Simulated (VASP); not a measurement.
VASP input:

### INCAR
```
SIGMA  =  0.05
ISYM  =  3
LHFCALC  =  .TRUE.
LASPH  =  .TRUE.
SYSTEM  =  CaSe
LMAXMIX  =  4
AEXX  =  0.25
NELM  =  60
LCHARG  =  .FALSE.
ISMEAR  =  0   # Gaussian
LWAVE  =  .FALSE.
PRECFOCK  =  Fast
GGA  =  PE   # PBE
EDIFF  =  1E-6   # SCF stop (eV)
ENCUT  =  520   # plane-wave cut-off (eV)
ISIF  =  2   # forces and stress, cell fixed
ALGO  =  Normal   # blocked Davidson
LREAL  =  .FALSE.   # projection in real space or not
PREC  =  Accurate
HFRCUT  =  -1
```

KPOINTS:
```
Automatic mesh
0
Gamma
6 6 6
0 0 0
```

**POSCAR**
```
CaSe
4.0871450
  0.0000000000   0.7071068369   0.7071068369
  0.7071068369   0.0000000000   0.7071068369
  0.7071068369   0.7071068369   0.0000000000
Ca Se
1 1
direct
  0.0000000000   0.0000000000   0.0000000000
  0.5000000000   0.5000000000   0.5000000000
```

POTCAR, in this order: Ca_sv Se (PBE.64 set). Program: vasp_std. Read from the step before: WAVECAR.

Task: Write an equivalent input for Quantum ESPRESSO's pw.x.

Result: One equivalent input (not run):
```
&CONTROL
  calculation = 'scf'
  pseudo_dir = './pseudo'
  outdir = './out'
  tprnfor = .true.
  tstress = .false.
/
&SYSTEM
  ibrav = 0
  nat = 2
  ntyp = 2
  ecutwfc = 86
  occupations = 'smearing'
  smearing = 'gaussian'
  degauss = 0.003675
  input_dft = 'pbe0'
  nqx1 = 6
  nqx2 = 6
  nqx3 = 6
/
&ELECTRONS
  conv_thr = 7.3e-08
  electron_maxstep = 60
/
ATOMIC_SPECIES
  Ca 40.078 Ca.upf
  Se 78.971 Se.upf
CELL_PARAMETERS angstrom
     0.0000000    2.8900482    2.8900482
     2.8900482    0.0000000    2.8900482
     2.8900482    2.8900482    0.0000000
ATOMIC_POSITIONS crystal
  Ca   0.0000000  0.0000000  0.0000000
  Se   0.5000000  0.5000000  0.5000000
K_POINTS automatic
  6 6 6 0 0 0
```
The two are equivalent in intent, not identical: the potentials are each code's own (VASP's PAW set, PseudoDojo norm-conserving files in pw.x), so ENCUT and ecutwfc are chosen apart and not converted; conv_thr bounds pw.x's estimated SCF error, while EDIFF bounds the energy change between steps; the singularity of exact exchange is treated differently by default.

The compound is CaSe in the rock salt structure. This cell is one point of a volume scan, at 0.91 of the reference volume.
